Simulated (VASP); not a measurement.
**MoSi (relaxed from the wurtzite structure, space group P6_3/mmc): computed properties**

All values below come from PBEsol GGA, VASP's PBE PAW potentials (set 64) (plane waves; VASP).

```json
{
 "space_group": "P6_3/mmc (194)",
 "cell": "a = b = 4.188 Å, c = 4.809 Å, α = β = 90.00°, γ = 120.00°",
 "volume_per_atom": "18.26 Å³/atom",
 "band gap (over mesh and band path)": "none (metal, semimetal or under 0.01 eV)",
 "density": "5.64 g/cm³"
}
```

MoSi is modelled in the hexagonal space group P6₃/mmc (No. 194), Pearson symbol hP4. Cell: a = 4.188 Å, b = 4.188 Å, c = 4.809 Å, α = 90.00°, β = 90.00°, γ = 120.00°. Mo on 2d sees 5 Si at 2.405–2.418 Å (trigonal bipyramidal). Si on 2c is coordinated by 5 Mo at 2.405–2.418 Å (trigonal bipyramidal). (Neighbours: up to the widest gap in distance over summed covalent radii, below 1.35, at either atom; cation-cation and far metal-metal contacts left out.)

The structure was generated: MoSi was put into the wurtzite type (P6_3mc), which need not be its known phase. It was relaxed first, which changed the volume by -36 %. The relaxed cell has space group P6_3/mmc. Symmetry was kept, so distortions that lower it aren't found.
